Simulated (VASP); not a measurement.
Consider the following.

```yaml
crystal:
  lattice:
    - [0.00000, 3.23368, 3.23368]
    - [3.23368, 0.00000, 3.23368]
    - [3.23368, 3.23368, 0.00000]
  atoms:
    - { symbol: Te, position: [0.50000, 0.50000, 0.50000] }
    - { symbol: Pb, position: [0.00000, 0.00000, 0.00000] }
```

All values below come from PBE GGA with D3 dispersion (Becke-Johnson damping), VASP's PBE PAW potentials (set 64) (plane waves; VASP). Numerical set-up: 520 eV cut-off, Gaussian smearing of 0.050 eV, potentials Te Pb_d.

Unless said otherwise, spin-orbit coupling is left out, though it shifts the bands of the heavy elements here.

**Question.** Give the energies of bands 7 to 13 at the high-symmetry points, in eV from the valence-band maximum.

**Answer.** 
```tsv
band	Γ	X	U	L	W
7	-5.60	-7.29	-7.96	-8.57	-7.98
8	-1.34	-4.48	-4.10	-0.88	-3.77
9	-1.34	-2.79	-2.29	-0.88	-3.77
10	-1.34	-2.79	-2.07	0.00	-0.35
11	4.08	3.30	3.57	0.74	1.68
12	4.08	5.47	3.78	1.28	5.22
13	4.08	5.47	5.13	1.28	5.22
```

The gap is direct, 0.74 eV, from the valence maximum at L to the conduction minimum at L.

The compound is PbTe in the rock salt structure. It was relaxed first.
